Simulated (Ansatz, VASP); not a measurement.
# Cross-check of InSb2As (CuAu-ordered zincblende type (invented)) between VASP and Ansatz, part 2 of 2

Aim: how closely do two programs agree when they are given the same cell, functional and k mesh? The cell is generated by rule, not measured, and may not be a known phase. The cell is taken from a series of runs on this material, whose earlier steps may have relaxed, scaled, displaced or heated it; both programs get it as it stands.

VASP 6.6.1 and Ansatz 0.2.0.

So far: Set-up; VASP: relaxation of cell and atoms, PBEsol.

### Step 3. Ansatz: relaxation of cell and atoms, PBEsol

Level of this step: Ansatz beside VASP: Kohn-Sham DFT, plane waves, PBEsol (Ansatz).

Ansatz runs on its default PAW (the set named soft_2) files.

The same cell, functional, mesh and smearing now go to Ansatz, which takes its cutoff from its data sets.

File input.yaml:

```yaml
crystal:
  lattice:
    - [4.44991, 0.0, 0.0]
    - [0.0, 4.44991, 0.0]
    - [0.0, 0.0, 6.29312]
  atoms:
    - { symbol: In, position: [0.0, 0.0, 0.0] }
    - { symbol: As, position: [0.5, 0.5, 0.5] }
    - { symbol: Sb, position: [0.0, 0.5, 0.25] }
    - { symbol: Sb, position: [0.5, 0.0, 0.75] }
kpoints:
  mp_grid: { grid: [10, 10, 8] }
hamiltonian:
  xc: pbesol
scf:
  occupations: { method: gaussian, width: 0.1 }
output:
  forces: true
  stress: true
  eigenvalues: true
relax:
  adjacent_minimum: "off"
  f_tol: 0.005
  max_steps: 80
  cell: { stress_tol: 0.05 }
```

On the command line:

```
> ansatz run input.yaml --threads 2 --pin off --max-ram 5120MiB --backend cpu --events-out ev --progress --plain --runs-dir out
```

Numbers of over 12 decimals in the logs are rounded to 6 here.

Output:

```text
Engine: ansatz 0.2.0, aarch64-unknown-linux-gnu
Pseudopotentials: kind: paw
Pseudopotential: In, paw, valence charge 13, recommended cutoff 420 eV (normal), In.paw.azcp
Pseudopotential: As, paw, valence charge 15, recommended cutoff 420 eV (normal), As.paw.azcp
Pseudopotential: Sb, paw, valence charge 15, recommended cutoff 420 eV (normal), Sb.paw.azcp
Functional definition: PBEsol
  exchange = pbesol_x
  correlation = pbesol_c
Crystal: 4 atoms, lattice volume = 124.614 Å³
Basis set: ecut = 420 eV, 2477 PW (Γ), exchange–correlation on 60×60×90 points (8 copies of the dense FFT grid, shifted against one another)
Bands: 35, of which v1, the nominal top of the filled ones, is band 29 counted from 1 (28 counted from 0)
Symmetry: 8 space group operations
Space group: P-4m2 (ITA 115), of the structure as read, at distance tolerance 5.0e-5 Å
k-points: 105 of 800 (time reversal used)
Non-local potential: In, projectors of the file, l = 0: 2, l = 1: 2, l = 2: 2, l = 3: 2
Non-local potential: As, projectors of the file, l = 0: 2, l = 1: 2, l = 2: 3, l = 3: 1
Non-local potential: Sb, projectors of the file, l = 0: 2, l = 1: 2, l = 2: 2, l = 3: 2
PAW form: soft (Blöchl's): semilocal exchange-correlation on the pseudo side does not see the compensation charge
PAW frozen core: In, regenerated for the run's functional, and the local potential with it (the file was generated under x = pbe(κ = 0.804, μ = 0.219515), c = pbe(β = 0.066725))
PAW frozen core: As, regenerated for the run's functional, and the local potential with it (the file was generated under x = pbe(κ = 0.804, μ = 0.219515), c = pbe(β = 0.066725))
PAW frozen core: Sb, regenerated for the run's functional, and the local potential with it (the file was generated under x = pbe(κ = 0.804, μ = 0.219515), c = pbe(β = 0.066725))
PAW one-centre angular grid: In, 590 points (default); XC on 64 Gauss nodes
PAW one-centre angular grid: As, 590 points (default); XC on 64 Gauss nodes
PAW one-centre angular grid: Sb, 590 points (default); XC on 64 Gauss nodes
Initial density: superposition of atomic densities (neutral atoms: chi_scale 0, normalization atom), corrected by the library's trained network
Initial wavefunctions: pseudopotential atomic-orbital guess
Functional: x = pbesol(κ = 0.804, μ = 0.123457), c = pbesol(β = 0.046)
SCF iter   1: F=—  HF=-23153.598812 eV  |F-HF|=—  |Δ(HF+E_count)|=         —  Δρ=3.19e-3  dr2=1.97e-2  ethr=1.77e-3  ⟨swp⟩=6.7  Hψ=15735  notcnv=0
preconditioner: auto → LDOS  [metal: Δε(μ)=0.006 eV  Ē_g=11.486 eV  σ=0.100 eV  W_gap=0.03  n_scr=28 (ndim 8)  ℏωp=17.6 eV  f_vac=0.074  D(μ)=1.25/eV (n_scr^D=2)  β→1.0]
SCF iter   2: F=—  HF=-23153.592963 eV  |F-HF|=—  |Δ(HF+E_count)|=   5.85e-3  Δρ=2.77e-3  dr2=9.26e-3  ethr=3.39e-5  ⟨swp⟩=2.0  Hψ=7518  notcnv=0  defer=142
SCF iter   3: F=—  HF=-23153.588895 eV  |F-HF|=—  |Δ(HF+E_count)|=   4.07e-3  Δρ=4.45e-4  dr2=3.00e-4  ethr=1.60e-5  ⟨swp⟩=2.0  Hψ=6060  notcnv=0  defer=142
SCF iter   4: F=—  HF=-23153.588823 eV  |F-HF|=—  |Δ(HF+E_count)|=   7.21e-5  Δρ=8.20e-5  dr2=1.25e-5  ethr=5.17e-7  ⟨swp⟩=2.0  Hψ=6538  notcnv=0  defer=142
SCF iter   5: F=—  HF=-23153.588825 eV  |F-HF|=—  |Δ(HF+E_count)|=   2.04e-6  Δρ=3.39e-5  dr2=3.31e-6  ethr=2.16e-8  ⟨swp⟩=2.0  Hψ=6603  notcnv=0  defer=142
SCF iter   6: F=-23153.588824 eV  HF=-23153.588824 eV  |F-HF|=1.52e-8  |Δ(HF+E_count)|=   9.98e-7  Δρ=7.55e-6  dr2=6.75e-8  ethr=1.72e-10  ⟨swp⟩=8.7  Hψ=19153  notcnv=0
SCF 1 converged in 6 iterations: F = -23153.588824 eV  dr2 = 6.75e-8
  greatest PAW one-centre occupation: 0.999 electrons in one spin orbital (limit 2), on the As atom at site 1 (counted from 0), in its partial waves of l = 2
relax step   1: F+E_penalty+E_count = -23153.58882363 eV  Δ(F+E_penalty+E_count) = +0.000e0 eV  max|allowed force component| = 4.994e-1 eV/Å  Δτ_max = 0.0000 Å  P = +4.457 GPa  Ω = 124.614 Å³  (6 SCF iters, dr2 threshold 1.00e-7 eV, accepted)
[...]
relax step  11: F+E_penalty+E_count = -23154.04425757 eV  Δ(F+E_penalty+E_count) = -3.911e-3 eV  max|allowed force component| = 1.521e-4 eV/Å  Δτ_max = 0.0000 Å  P = +0.062 GPa  Ω = 125.117 Å³  stress off target by 1.02e-1 GPa  SCF on the basis re-selected at this cell (its energy is not comparable with the rows above)  (7 SCF iters)
[...]
relax step  12: F+E_penalty+E_count = -23154.04439577 eV  Δ(F+E_penalty+E_count) = -1.382e-4 eV  max|allowed force component| = 1.848e-4 eV/Å  Δτ_max = 0.0000 Å  P = +0.005 GPa  Ω = 125.082 Å³  energy of the carried Pulay correction = +5.782e-6 eV  (6 SCF iters, dr2 threshold 2.62e-8 eV, accepted)
[...]
relax step  13: F+E_penalty+E_count = -23154.04439035 eV  Δ(F+E_penalty+E_count) = +5.417e-6 eV  max|allowed force component| = 1.820e-4 eV/Å  Δτ_max = 0.0000 Å  P = +0.005 GPa  Ω = 125.082 Å³  stress off target by 1.05e-2 GPa  SCF on the basis re-selected at this cell (its energy is not comparable with the rows above)  (6 SCF iters)
basis re-selected at this cell: Δ(F+E_penalty+E_count) = +5.417e-6 eV, ΔP = -0.000 GPa vs the last step (what re-selecting the basis moved, of the pressure what is left beyond the Pulay correction that the steps carried, after the strain that the cell walked since its last selection, with what the two solves' SCF thresholds leave and, on support functions, any second-order correction that the steps lacked; it is no m [...]
SCF converged after 6 iterations
Free energy (F): -23154.044390 eV
Harris-Foulkes:  -23154.044390 eV  (|F-HF|=1.46e-11)
Internal energy: -23154.040360 eV  (E = F + TS)
E sigma→0 (E₀):  -23154.042375 eV
Entropy (-TS):   -0.004030 eV (-1.008 meV/atom)
Fermi energy:    8.017347 eV
--- Per-component energies (eV) ---
  E_band       = -717.247054
  E_kinetic    = 760.420040
  E_local      = -6872.177248  (includes V_loc(G=0)·N_el)
  E_nonlocal   = 428.749742
  E_hartree    = 3198.752326
  E_xc         = -566.265667
  E_vxc        = -371.186357  (∫ρ·V_xc dr)
  E_paw        = -14876.601436  (= ΣΔE_a)
  E_vpaw       = -1060.557956  (= ΣTr[D̂ρ^β])
  E_aug_tail   = 0.000030  (compensation charges beyond the density's cutoff)
  E_ewald      = -5228.784192
  E_core_change = 1.866045  (= ΣΔE_core)
  E_smearing   = -0.004030  (= −TS)
  E_closure    = 0.000000  (closes the sum)
  Σ components = -23154.044390   (vs F -23154.044390, Δ=0.00e0)
--- Forces (eV/Å), atoms counted from 1 ---
  atom   1  In     0.00000000     0.00000000     0.00000000
  atom   2  As    -0.00000000    -0.00000000    -0.00000000
  atom   3  Sb     0.00000000     0.00000000     0.00018203
  atom   4  Sb     0.00000000     0.00000000    -0.00018203
  max |Σ_I F_I| component: 6.57e-16 eV/Å
--- Stress (GPa, compression-positive) ---
        0.010534       0.000000       0.000000
        0.000000       0.010534       0.000000
        0.000000       0.000000      -0.006314
  P = ⅓ Tr σ = 0.0049 GPa (0.049 kbar)
--- Band table (eV; the first three rows and the last of 105) ---
  k-point 0: bands = [... 25 lower, 5.3763, 6.7791, 6.8781, 6.8781, 7.8107, 8.0549, 9.9994, 10.4180, ... 2 higher]
  k-point 1: bands = [... 25 lower, 5.1221, 6.7579, 6.7579, 6.7767, 7.5664, 8.5745, 9.9077, 10.4967, ... 2 higher]
  k-point 2: bands = [... 25 lower, 4.6132, 6.4675, 6.4675, 6.6425, 7.4442, 9.2623, 9.9993, 10.7227, ... 2 higher]
  k-point 104: bands = [... 25 lower, 4.2850, 4.2850, 4.4183, 10.4579, 10.7922, 10.7922, 11.8594, 12.2232, ... 2 higher]
--- Relaxed structure (11 steps of the walk, 11 accepted, 2 SCFs on fresh bases) ---
  F+E_penalty+E_count = -23154.04439035 eV   max|allowed force component| = 1.820e-4 eV/Å   (the final SCF, on the basis selected at the relaxed cell)
  cell:  # Å, volume = 125.0818 Å³
    - [4.910594, 0, 6.006627008632076e-17]
    - [0, 4.910594, 0]
    - [8.494649231234495e-17, 0, 5.187116]
  atoms:
    - { symbol: In, position: [0, 0, -3.4456745540701846e-19] }
    - { symbol: As, position: [0.5, 0.5, 0.5] }
    - { symbol: Sb, position: [-1.3636275525200263e-18, 0.5, 0.284740] }
    - { symbol: Sb, position: [0.5, 0, 0.715260] }
```

Reading the cycles: dr2 is the Hartree energy of the density residual (eV), the measure of convergence; HF is the Harris–Foulkes estimate of the energy, which meets the free energy F at convergence.

### Step 4. Differences

Known differences besides the potentials themselves: the data sets hold 58 valence electrons in Ansatz (on its default PAW (the set named soft_2) files) and 28 in VASP; the cutoff is 420 eV in Ansatz and 500 eV in VASP; Ansatz makes its cores anew for this functional, VASP keeps those of its PBE data sets; Ansatz adds a Pulay correction to the stress that steers its cell, VASP none. Total energies have different zeros and are not compared.

Both answers:

```
                                         quantity  Ansatz    VASP  difference
                                      volume (Å³)  125.08  125.34     -0.21 %
edge a after relaxation, in the typed setting (Å)   4.911   4.916     -0.12 %
edge c after relaxation, in the typed setting (Å)   5.187   5.186     +0.03 %
```

### Step 5. Summary of results

```
difference in volume (relaxation of cell and atoms, PBEsol) : -0.21 %
```

In words: The difference in volume is -0.21 % (relaxation of cell and atoms, PBEsol), within the 1.2 % picked in this series as the mark of a large difference, as far as the stopping tolerances let one tell. The data sets hold unlike numbers of valence electrons (58 in Ansatz and 28 in VASP), so part of the differences comes from the potentials. How closely two codes agree says nothing of how well the functional describes the real material.

[Lines on the potential files, build, host, timing and source positions are cut from VASP's logs without a mark.]

[Logs are printed without paths, hosts, clocks, repeated set-up lines and the standing remarks that a program may print on its own settings, such as how far it seeks lower states.]

[Hosts, paths, dates, database ids (printed as entryN), source tags and the programs' standing remarks are cut or masked in the printed files.]
